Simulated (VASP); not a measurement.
Energy against volume of CoSi2 (fluorite). All values below come from r2SCAN meta-GGA, VASP's PBE PAW potentials (set 64) (plane waves; VASP 6.6.1).

```
V (Å³/atom)  E (eV/atom)
-----------  -----------
11.748         -10.63864
12.123         -10.66277
12.498         -10.67038
12.873         -10.66398
13.248         -10.64574
```

### Question
Fit a third-order Birch-Murnaghan equation of state.

### Answer

```yaml
volume_per_atom: 12.50 Å³/atom
bulk_modulus: 198 GPa
pressure_derivative_of_the_bulk_modulus: 4.52
lattice_constant_a: 5.314 Å
```

Measured: a 5.365 Å (computed value off by -1.0 %), as given by Ganesh Hegde et al., Applied Physics Letters (2014), arXiv:1405.1317. The calculation is for a static lattice, while the measured a holds thermal and zero-point effects, which are part of the difference.

The compound is CoSi2 in the fluorite structure. It was relaxed first. The run is not spin-polarised, so no magnetic state was tried.
